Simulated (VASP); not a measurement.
Output of a VASP run:

File OSZICAR:
```
       N       E                     dE             d eps       ncg     rms          rms(c)
DAV:   1     0.653156827496E+03    0.65316E+03   -0.26769E+04   864   0.163E+03
DAV:   2     0.422515153420E+02   -0.61091E+03   -0.59715E+03   848   0.429E+02
DAV:   3    -0.457553738100E+02   -0.88007E+02   -0.85799E+02  1184   0.180E+02
DAV:   4    -0.517745831571E+02   -0.60192E+01   -0.59790E+01  1320   0.498E+01
DAV:   5    -0.518564458026E+02   -0.81863E-01   -0.81742E-01  1312   0.723E+00    0.338E+01
DAV:   6    -0.494924326776E+02    0.23640E+01   -0.10166E+02  1280   0.167E+02    0.179E+01
DAV:   7    -0.447609865749E+02    0.47314E+01   -0.24423E+01  1176   0.113E+02    0.904E+00
DAV:   8    -0.457179517928E+02   -0.95697E+00   -0.84756E+00  1352   0.291E+01    0.801E+00
DAV:   9    -0.451902526796E+02    0.52770E+00   -0.22927E+00  1288   0.244E+01    0.334E+00
DAV:  10    -0.450949470900E+02    0.95306E-01   -0.37318E-01  1320   0.731E+00    0.146E+00
DAV:  11    -0.451007693562E+02   -0.58223E-02   -0.69685E-02  1024   0.137E+00    0.936E-01
DAV:  12    -0.450945068425E+02    0.62625E-02   -0.19723E-02  1288   0.291E+00    0.236E-01
DAV:  13    -0.450949038122E+02   -0.39697E-03   -0.41081E-03  1280   0.549E-01    0.135E-01
DAV:  14    -0.450948742494E+02    0.29563E-04   -0.20011E-04  1368   0.246E-01    0.774E-02
DAV:  15    -0.450948844613E+02   -0.10212E-04   -0.92626E-05  1288   0.126E-01    0.312E-02
DAV:  16    -0.450948784980E+02    0.59632E-05   -0.13526E-05  1160   0.878E-02    0.172E-02
DAV:  17    -0.450948777476E+02    0.75046E-06   -0.11220E-05  1456   0.462E-02    0.523E-03
DAV:  18    -0.450948777689E+02   -0.21332E-07   -0.16133E-06  1136   0.929E-03    0.307E-03
DAV:  19    -0.450948777651E+02    0.37735E-08   -0.56128E-08   480   0.219E-03
   1 F= -.45094878E+02 E0= -.45094878E+02  d E =0.000000E+00
```

**OUTCAR**
```
------------------------ aborting loop because EDIFF is reached ----------------------------------------
  FORCE on cell =-STRESS in cart. coord.  units (eV):
  Direction    XX          YY          ZZ          XY          YZ          ZX
  --------------------------------------------------------------------------------------
  Total        0.0149362      0.0149362      0.0149362      0.0000000     -0.0000000      0.0000000
  in kB        0.1599561      0.1599561      0.1599561      0.0000000     -0.0000000      0.0000000
  external PRESSURE =       0.1599561 kB  Pullay stress =       0.0000000 kB
  volume of cell :      149.61
      direct lattice vectors                 reciprocal lattice vectors
     5.308634654  0.000000000  0.000000000     0.188372353  0.000000000  0.000000000
     0.000000000  5.308634654  0.000000000     0.000000000  0.188372353  0.000000000
     0.000000000  0.000000000  5.308634654     0.000000000  0.000000000  0.188372353
 POSITION                                       TOTAL-FORCE (eV/Angst)
 -----------------------------------------------------------------------------------
      0.00000      0.00000      0.00000         0.000000     -0.000000      0.000000
      2.65432      0.00000      0.00000         0.000000      0.000000      0.000000
      0.00000      0.00000      2.65432         0.000000     -0.000000      0.000000
      0.00000      2.65432      0.00000         0.000000     -0.000000      0.000000
      1.27192      1.27192      1.27192        -0.009626     -0.009626     -0.009626
      1.27192      4.03672      4.03672        -0.009626      0.009626      0.009626
      4.03672      1.27192      4.03672         0.009626     -0.009626      0.009626
      4.03672      4.03672      1.27192         0.009626      0.009626     -0.009626
 -----------------------------------------------------------------------------------
    total drift:                               -0.000000     -0.000000     -0.000000
  FREE ENERGIE OF THE ION-ELECTRON SYSTEM (eV)
  ---------------------------------------------------
  free  energy   TOTEN  =       -45.0948777651 eV

  energy  without entropy=      -45.0948777651  energy(sigma->0) =      -45.09487777

 total charge

# of ion       s       p       d       tot
------------------------------------------
    1        2.305   6.281   3.229  11.815
    2        0.421   0.466   9.195  10.082
    3        0.421   0.466   9.195  10.082
    4        0.421   0.466   9.195  10.082
    5        1.335   2.354   0.000   3.688
    6        1.335   2.354   0.000   3.688
    7        1.335   2.354   0.000   3.688
    8        1.335   2.354   0.000   3.688
--------------------------------------------------
tot          8.907  17.094  30.813  56.814

 Electric field gradients after diagonalization (V/A^2)
 (convention: |V_zz| > |V_xx| > |V_yy|)
----------------------------------------------------------------------
 ion       V_xx      V_yy      V_zz     asymmetry (V_yy - V_xx)/ V_zz
----------------------------------------------------------------------
   1       0.000    -0.000    -0.000       0.121
   2      12.974    12.974   -25.948       0.000
   3      12.974    12.974   -25.948       0.000
   4      12.974    12.974   -25.948       0.000
   5      16.169    16.169   -32.339       0.000
   6      16.169    16.169   -32.339       0.000
   7      16.169    16.169   -32.339       0.000
   8      16.169    16.169   -32.339       0.000
```
(Selected blocks of OUTCAR.)

File POSCAR:
```
VCu3S4
1
    5.3086346541    -0.0000000000    -0.0000000000
   -0.0000000000     5.3086346541     0.0000000000
    0.0000000000    -0.0000000000     5.3086346541
V Cu S
1 3 4
Direct
  0.0000000000   0.0000000000   0.0000000000
  0.5000000000   0.0000000000   0.0000000000
  0.0000000000   0.0000000000   0.5000000000
  0.0000000000   0.5000000000   0.0000000000
  0.2395937114   0.2395937114   0.2395937114
  0.2395937114   0.7604062886   0.7604062886
  0.7604062886   0.2395937114   0.7604062886
  0.7604062886   0.7604062886   0.2395937114
```

Task: Write an INCAR and KPOINTS that could have produced this output.

Result: This is not unique; one that fits is the input of the run itself, PBEsol GGA, plane waves, VASP's PBE PAW potentials (set 64).

### INCAR
```
SYSTEM = VCu3S4
PREC = Accurate
ENCUT = 400
EDIFF = 1E-7
NELM = 100
ALGO = Normal
LREAL = .FALSE.
LASPH = .TRUE.
ISMEAR = -5
GGA = PS
LMAXMIX = 4
LWAVE = .FALSE.
LCHARG = .TRUE.
LORBIT = 11
NEDOS = 601
ISIF = 2
LEFG = .TRUE.
```

**KPOINTS**
```
Automatic
0
G
5 5 5
0 0 0
```

POTCAR, in this order: V_sv Cu S (PBE.64 set). Program: vasp_std.

The compound is VCu3S4 in the sg215 structure. It was relaxed first. The run is not spin-polarised, so no magnetic state was tried.
